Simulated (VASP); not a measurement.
An input for Ansatz (written as the equivalent of a VASP run, and not itself run):

Ansatz 0.2 input:
```yaml
crystal:
  lattice:
    - [0.0000000, 2.8290000, 2.8290000]
    - [2.8290000, 0.0000000, 2.8290000]
    - [2.8290000, 2.8290000, 0.0000000]
  atoms:
    - { symbol: Ge, position: [0.0000000, 0.0000000, 0.0000000] }
    - { symbol: Ge, position: [0.2500000, 0.2500000, 0.2500000] }
kpoints:
  mp_grid: { grid: [7, 7, 7] }
hamiltonian:
  xc: pbe
  dispersion: d4
  pseudopotentials: { kind: paw }
scf:
  occupations: { method: gaussian, width: 0.05 }
  max_iter: 100
relax:
  max_steps: 60
  f_tol: 0.01
  cell: {}
output: { forces: true, stress: true, eigenvalues: true }
```

Q: Translate this input to VASP (INCAR, KPOINTS, POSCAR, choice of POTCAR).

A: One answer among several that fit: 
**KPOINTS**
```
Automatic mesh
0
Gamma
7 7 7
0 0 0
```

### POSCAR
```
Ge
1.0
  0.0000000000   2.8290000000   2.8290000000
  2.8290000000   0.0000000000   2.8290000000
  2.8290000000   2.8290000000   0.0000000000
Ge
2
Cartesian
  0.0000000000   0.0000000000   0.0000000000
  1.4145000000   1.4145000000   1.4145000000
```

INCAR:
```
ALGO  =  Normal
EDIFF  =  1E-6
EDIFFG  =  -0.01
ENCUT  =  520
GGA  =  PE
IBRION  =  2
ISIF  =  3
ISMEAR  =  0
IVDW  =  13
LASPH  =  T
LCHARG  =  F
LMAXMIX  =  4
LREAL  =  F
LWAVE  =  F
NELM  =  100
NSW  =  60
PREC  =  Accurate
SIGMA  =  0.05
SYSTEM  =  Ge
```

POTCAR, in this order: Ge_d (PBE.64 set). Program: vasp_std.

What does not carry over: each code has its own PAW files, so the cut-off isn't converted (ENCUT is set for VASP's; basis.ecutwfc is left out, and Ansatz then takes the one that its files recommend); Ansatz stops its SCF on the density residual and VASP on the energy change (EDIFF).

The compound is Ge in the diamond structure. This run relaxes it. Symmetry was kept, so distortions that lower it aren't found.
